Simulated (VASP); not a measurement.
Here is the system:

```
CELL_PARAMETERS angstrom
      3.99724     0.00000     0.00000
      0.00000     3.99724     0.00000
      0.00000     0.00000     5.26496
ATOMIC_POSITIONS crystal
  Pb 0.50000 0.00000 0.77399
  Pb 0.00000 0.50000 0.22601
  O  0.50000 0.50000 0.00000
  O  0.00000 0.00000 0.00000
```

Calculation: r2SCAN meta-GGA, VASP's PBE PAW potentials (set 64) (plane waves; VASP). Settings: 520 eV cut-off, 6×6×5 Γ-centred mesh, tetrahedra with Blöchl corrections, potentials Pb_d O.

Unless said otherwise, spin-orbit coupling is left out, though it shifts the bands of the heavy elements here.

Q: Give the energies of bands 14 to 23 at the high-symmetry points, in eV from the valence-band maximum.

A: 
```csv
band,Γ,X,M,Z,R,A
14,-6.58,-7.29,-8.27,-4.64,-7.36,-8.21
15,-4.29,-3.26,-3.51,-4.19,-3.62,-3.81
16,-4.29,-3.26,-3.51,-4.19,-3.62,-3.81
17,-1.76,-3.05,-1.75,-1.79,-3.03,-2.17
18,-1.72,-3.05,-1.75,-1.74,-3.03,-2.17
19,-1.72,-1.61,-1.08,-1.74,-1.06,-1.08
20,0.00,-1.61,-1.08,-0.99,-1.06,-1.08
21,2.55,3.58,1.77,2.26,3.25,3.88
22,5.36,3.58,1.77,4.63,3.25,3.88
23,6.22,6.63,5.60,4.63,6.87,4.79
```

The gap is indirect, 1.77 eV, from the valence maximum at Γ to the conduction minimum at M.

The compound is PbO in the litharge structure. It was relaxed first, which changed the volume by +6 %.
